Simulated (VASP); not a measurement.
Calculation: PBE GGA with D4 dispersion, VASP's PBE PAW potentials (set 64) (plane waves; VASP).

The input files of a VASP run:

File KPOINTS:
```
K-points
0
gamma
9 9 9
```

INCAR:
```
SYSTEM = MgS
PREC = Accurate
ENCUT = 520
EDIFF = 1E-7
NELM = 100
ALGO = Normal
LREAL = .FALSE.
LASPH = .TRUE.
ISMEAR = 0
SIGMA = 0.05
GGA = PE
IVDW = 13
LWAVE = .FALSE.
LCHARG = .FALSE.
ISIF = 2
```

File POSCAR:
```
MgS
1
    0.0000000000     2.5296352593     2.5296352593
    2.5296352593     0.0000000000     2.5296352593
    2.5296352593     2.5296352593     0.0000000000
Mg S
1 1
Direct
  0.0000000000   0.0000000000   0.0000000000
  0.5000000000   0.5000000000   0.5000000000
```

POTCAR, in this order: Mg S (PBE.64 set). Program: vasp_std.

The resulting files:

**OUTCAR**
```
 ion  position               nearest neighbor table
   1  0.000  0.000  0.000-   2 2.53   2 2.53   2 2.53   2 2.53   2 2.53   2 2.53
   2  0.500  0.500  0.500-   1 2.53   1 2.53   1 2.53   1 2.53   1 2.53   1 2.53
  LATTYP: Found a face centered cubic cell.
 ALAT       =     5.0592705186
 Subroutine PRICEL returns:
 Original cell was already a primitive cell.
 Subroutine GETGRP returns: Found 48 space group operations
The static configuration has the point symmetry O_h .
The dynamic configuration has the point symmetry O_h .
 Subroutine INISYM returns: Found 48 space group operations
 Subroutine IBZKPT returns following result:
 Found     35 irreducible k-points:

 Following reciprocal coordinates:
            Coordinates               Weight
  0.000000  0.000000  0.000000      1.000000
  0.111111  0.000000  0.000000      8.000000
  0.222222  0.000000  0.000000      8.000000
  0.333333  0.000000  0.000000      8.000000
  0.444444  0.000000  0.000000      8.000000
  0.111111  0.111111  0.000000      6.000000
  0.222222  0.111111  0.000000     24.000000
  0.333333  0.111111  0.000000     24.000000
  0.444444  0.111111  0.000000     24.000000
...
```

OSZICAR:
```
       N       E                     dE             d eps       ncg     rms          rms(c)
DAV:   1     0.235738084007E+02    0.23574E+02   -0.37731E+03   576   0.816E+02
DAV:   2    -0.788071951804E+01   -0.31455E+02   -0.29483E+02   776   0.108E+02
DAV:   3    -0.879552116435E+01   -0.91480E+00   -0.91480E+00   696   0.254E+01
DAV:   4    -0.879856946712E+01   -0.30483E-02   -0.30483E-02   896   0.166E+00
DAV:   5    -0.879857325403E+01   -0.37869E-05   -0.37869E-05   712   0.474E-02    0.482E+00
DAV:   6    -0.846143319191E+01    0.33714E+00   -0.82029E-01   576   0.465E+00    0.383E+00
DAV:   7    -0.842104866000E+01    0.40385E-01   -0.23887E-01   720   0.268E+00    0.245E+00
DAV:   8    -0.842153575918E+01   -0.48710E-03   -0.11370E-02   680   0.906E-01    0.893E-01
DAV:   9    -0.842141328083E+01    0.12248E-03   -0.40974E-04   712   0.174E-01    0.238E-01
DAV:  10    -0.842144801466E+01   -0.34734E-04   -0.98287E-05   776   0.696E-02    0.129E-02
DAV:  11    -0.842144564533E+01    0.23693E-05   -0.16556E-05   688   0.216E-02    0.751E-03
DAV:  12    -0.842144564831E+01   -0.29790E-08   -0.30922E-07   824   0.490E-03
   1 F= -.90507277E+01 E0= -.90507277E+01  d E =-.835261E-16
```

**OUTCAR**
```
------------------------ aborting loop because EDIFF is reached ----------------------------------------
  Edisp (eV):   -0.62928
  FORCE on cell =-STRESS in cart. coord.  units (eV):
  Direction    XX          YY          ZZ          XY          YZ          ZX
  --------------------------------------------------------------------------------------
  Total       1.14282     1.14282     1.14282     0.00000     0.00000     0.00000
  in kB      56.55689    56.55689    56.55689     0.00000     0.00000     0.00000
  external pressure =       56.56 kB  Pullay stress =        0.00 kB
  volume of cell :       32.37
      direct lattice vectors                 reciprocal lattice vectors
     0.000000000  2.529635259  2.529635259    -0.197656954  0.197656954  0.197656954
     2.529635259  0.000000000  2.529635259     0.197656954 -0.197656954  0.197656954
     2.529635259  2.529635259  0.000000000     0.197656954  0.197656954 -0.197656954
 POSITION                                       TOTAL-FORCE (eV/Angst)
 -----------------------------------------------------------------------------------
      0.00000      0.00000      0.00000         0.000000      0.000000     -0.000000
      2.52964      2.52964      2.52964        -0.000000     -0.000000      0.000000
 -----------------------------------------------------------------------------------
    total drift:                                0.000000      0.000000      0.000000
  FREE ENERGIE OF THE ION-ELECTRON SYSTEM (eV)
  ---------------------------------------------------
  free  energy   TOTEN  =        -9.0507277328 eV

  energy  without entropy=       -9.0507277328  energy(sigma->0) =       -9.05072773
```
(Selected blocks of OUTCAR.)

The compound is MgS in the rock salt structure. This cell is one point of a volume scan, at 0.94 of the reference volume.
